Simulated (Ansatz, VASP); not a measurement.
## YSe in VASP and in Ansatz

File INCAR:

```
SYSTEM = YSe
PREC = Accurate
ENCUT = 520
EDIFF = 1E-8
ISMEAR = -1
SIGMA = 0.03
LREAL = .False.
LASPH = .True.
NELM = 60
ALGO = Normal
ISIF = 2
LWAVE = .False.
LCHARG = .False.
GGA = CA
LEFG = .True.
NBANDS = 16
```

KPOINTS

```
Automatic mesh
0
Gamma
  7 7 7
  0 0 0
```

File POSCAR:

```
YSe
1.0
    0.0000000000      2.9128332860      2.9128332860
    2.9128332860      0.0000000000      2.9128332860
    2.9128332860      2.9128332860      0.0000000000
Y Se
1 1
Direct
    0.0000000000      0.0000000000      0.0000000000
    0.5000000000      0.5000000000      0.5000000000
```

Input for Ansatz:

```yaml
crystal:
  lattice:
    - [0.0, 2.912833286, 2.912833286]
    - [2.912833286, 0.0, 2.912833286]
    - [2.912833286, 2.912833286, 0.0]
  atoms:
    - { symbol: "Y", position: [0.0, 0.0, 0.0] }
    - { symbol: Se, position: [0.5, 0.5, 0.5] }
kpoints:
  mp_grid: { grid: [7, 7, 7] }
scf:
  occupations: { method: fermi_dirac, width: 0.03 }
hamiltonian:
  xc: lda
  pseudopotentials: { kind: all_electron, datasets: crystal }
output:
  forces: true
  stress: true
  eigenvalues: true
  efg: { contact_densities: true }
```

Change from the starting cell: volume scaled by 1.04, crystal datasets.

Alike in both runs: task electric field gradients; functional LDA; k mesh 7 × 7 × 7; occupations fermi-dirac, width 0.03 eV; no spin polarisation.

|  | VASP | Ansatz |
| --- | --- | --- |
| version | VASP 6.6.1 | Ansatz 0.2.0 |
| potentials or method | VASP PAW LDA potentials, release 64 (Y_sv, Se) | all-electron PAW with datasets made for the crystal, scalar-relativistic |
| plane-wave cutoff (eV) | 520 | see its input |

VASP gave:

```
pressure (GPa)                                                 : -7.1
Vzz of the field gradient on the site that differs most (V/Å²) : 0.0
```

Q: Which values does Ansatz return?

A: Pressure (GPa): -7.2; Vzz of the field gradient on the site that differs most (V/Å²): 0.0.

Ansatz ran all-electron here, so the differences hold the error of VASP's frozen core and of both bases. Ansatz warned: «gradients_without_spin_orbit».
